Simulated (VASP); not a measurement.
```yaml
crystal:
  lattice:
    - [0.00000, 2.68243, 2.68243]
    - [2.68243, 0.00000, 2.68243]
    - [2.68243, 2.68243, 0.00000]
  atoms:
    - { symbol: Ce, position: [0.00000, 0.00000, 0.00000] }
    - { symbol: O, position: [0.25000, 0.25000, 0.25000] }
    - { symbol: O, position: [0.75000, 0.75000, 0.75000] }
```

Method: LDA (Ceperley-Alder, Perdew-Zunger), VASP's LDA PAW potentials (set 64) (plane waves; VASP). Numerical set-up: 520 eV cut-off, 7×7×7 Γ-centred mesh, Gaussian smearing of 0.050 eV, potentials Ce O.

Problem. Give the energy at these volumes per atom, relative to the lowest: 12.07, 12.46, 12.85, 13.23, 13.62 Å³.

Solution. 34.8, 8.7, 0.0, 6.2, 24.9 meV/atom. A third-order Birch-Murnaghan fit gives B0 = 203 GPa and B0′ = 4.5.

Measured: bulk modulus 220 GPa (computed value off by -7.5 %), as given by High Pressure Brillouin Spectroscopy and X-ray Diffraction of Cerium Dioxide, PMC8269805; a 5.391 Å at 0 K (computed value off by -0.5 %), as given by Stimac et al., (2024), arXiv:2411.06536 [extrapolated to 0 K]. The calculation is for a static lattice, while the measured bulk modulus holds thermal and zero-point effects, which are part of the difference.

The compound is CeO2 in the fluorite structure. It was relaxed first. The run is not spin-polarised, so no magnetic state was tried.
